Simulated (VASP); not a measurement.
Energy against volume of PtAl2 (fluorite). Level of theory: PBE GGA with D3 dispersion (zero damping), VASP's PBE PAW potentials (set 64) (plane waves; VASP). Settings: 520 eV cut-off, 9×9×9 Γ-centred mesh, first-order Methfessel-Paxton smearing of 0.10 eV, potentials Al Pt.

```json
[
 {"V (Å³/atom)": "15.915", "E (eV/atom)": "-5.73428"},
 {"V (Å³/atom)": "16.423", "E (eV/atom)": "-5.75746"},
 {"V (Å³/atom)": "16.931", "E (eV/atom)": "-5.76476"},
 {"V (Å³/atom)": "17.438", "E (eV/atom)": "-5.75859"}
]
```

Task: Fit these four points and predict the energy of the run at 17.946 Å³/atom.

Result: A cubic in V^(−2/3), the third-order Birch-Murnaghan form, passes through the four points with V0 = 16.94 Å³/atom and B0 = 141 GPa, and gives -5.7409 eV/atom there. The run gave -5.7410 eV/atom, -0.1 meV/atom from the fit; all five points give B0 = 141 GPa.

The compound is PtAl2 in the fluorite structure. It was relaxed first.
